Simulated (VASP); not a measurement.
Wanted: the native input for a VASP 6.6.1 run.

```yaml
Task: single point
Functional: r2SCAN
Potentials_or_basis: VASP PAW PBE potentials, release 64 (C, Ba_sv)
Cutoff: 520 eV
k_mesh: 4 × 4 × 4
Occupations: fermi-dirac, width 0.2 eV
Spin: no spin polarisation
Dipole_correction: no
Further_INCAR_settings: ALGO = Normal; EDIFF = 1e-06; NBANDS = 19
```

Ba2C:

```
C Ba
1.0
     0.00000    3.50665    3.50665
     3.50665    0.00000    3.50665
     3.50665    3.50665    0.00000
C Ba
1 2
Direct
  0.00000 0.00000 0.00000
  0.25000 0.25000 0.25000
  0.75000 0.75000 0.75000
```

The cell was built by a generator and needn't be a form met in nature.

These files were run (other wordings do the same):

POSCAR

```
Ba2C
1.0
    0.0000000000      3.5066490218      3.5066490218
    3.5066490218      0.0000000000      3.5066490218
    3.5066490218      3.5066490218      0.0000000000
C Ba
1 2
Direct
    0.0000000000      0.0000000000      0.0000000000
    0.2500000000      0.2500000000      0.2500000000
    0.7500000000      0.7500000000      0.7500000000
```

INCAR.step1

```
ALGO = Normal
EDIFF = 1E-4
ENCUT = 520
GGA = PE
ISMEAR = -1
LASPH = True
LCHARG = False
LREAL = False
LWAVE = True
NBANDS = 19
NELM = 100
PREC = Accurate
SIGMA = 0.2
```

INCAR.step2

```
ALGO = Normal
EDIFF = 1E-6
ENCUT = 520
ISIF = 2
ISMEAR = -1
ISTART = 1
LASPH = True
LCHARG = False
LMIXTAU = True
LREAL = False
LWAVE = False
METAGGA = R2SCAN
NBANDS = 19
NELM = 100
PREC = Accurate
SIGMA = 0.2
```

KPOINTS

```
k-points
0
Gamma
  4 4 4
```

Potentials or basis: VASP PAW PBE potentials, release 64 (C, Ba_sv).

Command:

```bash
$ cat potpaw_PBE.64/C/POTCAR potpaw_PBE.64/Ba_sv/POTCAR > POTCAR
$ cp INCAR.step1 INCAR
$ mpirun -np 1 vasp_std > vasp.out
$ cp INCAR.step2 INCAR
$ mpirun -np 1 vasp_std > vasp.out
```

It gave:

```yaml
Pressure: 1.7 GPa
Band_gap_on_the_k_mesh: none (metal or under the smearing width)
```

Caveat: the k mesh is coarse (spacing up to 0.39 Å⁻¹), so the values aren't converged; the PAW data sets were made with another functional, which shifts forces and pressure a little.

Run time: 78 s on 1 thread of Intel(R) Xeon(R) Platinum 8259CL CPU @ 2.50GHz (Skylake/Cascade Lake), on a shared host, peak memory 0.25 GiB.
